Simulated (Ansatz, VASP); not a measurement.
One calculation of Zr3SbH, two programs

```
CELL_PARAMETERS angstrom
4.35956 0.00000 0.00000
0.00000 4.35956 0.00000
0.00000 0.00000 4.35956
ATOMIC_POSITIONS crystal
Zr 0.00000 0.50000 0.50000
Zr 0.50000 0.00000 0.50000
Zr 0.50000 0.50000 0.00000
Sb 0.00000 0.00000 0.00000
H 0.50000 0.50000 0.50000
```

Change from the starting cell: species swapped into the Mn3AgN type (Pm-3m, No. 221).

Alike in both runs: task single point; functional PBE; k mesh 4 × 4 × 4; occupations gaussian, width 0.1 eV; no spin polarisation.

|  | VASP | Ansatz |
| --- | --- | --- |
| version | VASP 6.6.1 | Ansatz 0.2.0 |
| potentials or method | VASP PAW PBE potentials, release 64 (Zr_sv, Sb, H) | scalar-relativistic, plane waves, PAW |
| plane-wave cutoff (eV) | 520 | 420 |
| valence electrons in the cell | 42 | 52 |

|  | VASP | Ansatz | Ansatz less VASP |
| --- | --- | --- | --- |
| gap on the k mesh at the Fermi level (eV) | none | none | - |
| pressure (GPa) | 9.6 | 9.5 | -0.10 |

A gap of «none» marks a metal or a gap that the smearing closes. The functional is the same, so the differences come from potentials, cutoffs and numerics. The two sets of potentials don't hold the same shells in valence.

Caveats: the k mesh is coarse (spacing up to 0.36 Å⁻¹), so the values aren't converged. The runs have no spin-orbit coupling, so splittings on Sb are missing.
